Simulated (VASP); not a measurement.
Data:

```
CELL_PARAMETERS angstrom
      4.19262     0.00000     0.00000
      0.00000     4.19262     0.00000
      0.00000     0.00000     4.19262
ATOMIC_POSITIONS crystal
  K  0.00000 0.00000 0.00000
  Zn 0.50000 0.50000 0.50000
  F  0.50000 0.00000 0.50000
  F  0.00000 0.50000 0.50000
  F  0.50000 0.50000 0.00000
```

These are revPBE GGA, VASP's PBE PAW potentials (set 64) (plane waves; VASP 6.6.1) values and carry that method's errors. Run with 520 eV cut-off, 5×5×5 Γ-centred mesh, Gaussian smearing of 0.050 eV, potentials K_sv Zn F.

Question: The job: KZnF₃ (cubic perovskite), 5 atoms, revPBE, static run, 520 eV, 5×5×5 Γ-centred mesh. Roughly how much core time does it take on a busy server core?

Answer: About 10 core-seconds (one run on a shared machine, a rough figure). It had 10 irreducible k-points, 25 bands, up to 1993 plane waves and 17 electronic steps.

The compound is KZnF3 in the cubic perovskite structure. It was relaxed first, which changed the volume by +11 %.
